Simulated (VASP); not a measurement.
Given:

```xyz
3
Lattice="0.0000 2.2418 2.2418 2.2418 0.0000 2.2418 2.2418 2.2418 0.0000" Properties=species:S:1:pos:R:3 pbc="T T T"
Li     1.1209     1.1209     1.1209
Li     3.3626     3.3626     3.3626
O      0.0000     0.0000     0.0000
```

The numbers are results of r2SCAN meta-GGA, VASP's PBE PAW potentials (set 64) (plane waves; VASP 6.6.1), not measurements. Numerical set-up: 520 eV cut-off, 10×10×10 Γ-centred mesh, Gaussian smearing of 0.050 eV, potentials Li_sv O.

Give the stress tensor in GPa (positive for a compressed cell).

```
6.35  0.00  0.00
0.00  6.35  0.00
0.00  0.00  6.35
```
The pressure is its mean diagonal, 6.35 GPa.

The compound is Li2O in the antifluorite structure. This cell is one point of a volume scan, at 0.94 of the reference volume.
